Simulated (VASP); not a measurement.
OSZICAR of a VASP run on TiSe (relaxed from the zinc blende structure, space group F-43m):

### OSZICAR
```
       N       E                     dE             d eps       ncg     rms          rms(c)
DAV:   1     0.126573768174E+03    0.12657E+03   -0.79356E+03  1872   0.118E+03
DAV:   2    -0.308558072732E+01   -0.12966E+03   -0.12701E+03  1927   0.319E+02
DAV:   3    -0.135324160032E+02   -0.10447E+02   -0.10341E+02  2784   0.922E+01
DAV:   4    -0.139938798863E+02   -0.46146E+00   -0.46076E+00  2419   0.176E+01
DAV:   5    -0.140082736738E+02   -0.14394E-01   -0.14371E-01  2731   0.282E+00    0.912E+00
DAV:   6    -0.125987523304E+02    0.14095E+01   -0.12218E+01  2700   0.341E+01    0.358E+00
DAV:   7    -0.125033233911E+02    0.95429E-01   -0.10587E+00  2219   0.117E+01    0.211E+00
DAV:   8    -0.125058456305E+02   -0.25222E-02   -0.74673E-02  2347   0.263E+00    0.376E-01
DAV:   9    -0.125029260248E+02    0.29196E-02   -0.18208E-02  2525   0.147E+00    0.145E-01
DAV:  10    -0.125030975205E+02   -0.17150E-03   -0.70786E-04  2157   0.279E-01    0.743E-02
DAV:  11    -0.125031435172E+02   -0.45997E-04   -0.29915E-04  2850   0.169E-01    0.390E-02
DAV:  12    -0.125031228851E+02    0.20632E-04   -0.11204E-04  2774   0.114E-01    0.372E-03
DAV:  13    -0.125031233373E+02   -0.45218E-06   -0.33199E-06  2238   0.179E-02    0.167E-03
DAV:  14    -0.125031227769E+02    0.56039E-06   -0.42567E-07  2154   0.478E-03    0.866E-04
DAV:  15    -0.125031227346E+02    0.42245E-07   -0.42010E-08  1186   0.173E-03
   1 F= -.12503123E+02 E0= -.12503123E+02  d E =0.000000E+00
```

Which electronic solver shows in the log?

It is blocked Davidson (ALGO = Normal, or the opening steps of other solvers). The INCAR had ALGO = Normal.

Can the final energy be trusted as converged?

The calculation finished and met its thresholds. It stopped with EDIFF = 1E-7, NELM = 100 (PBE GGA, plane waves, VASP's PBE PAW potentials (set 64)).

The structure was generated: TiSe was put into the zinc blende type (F-43m), which need not be its known phase. It was relaxed first, which changed the volume by -30 %.
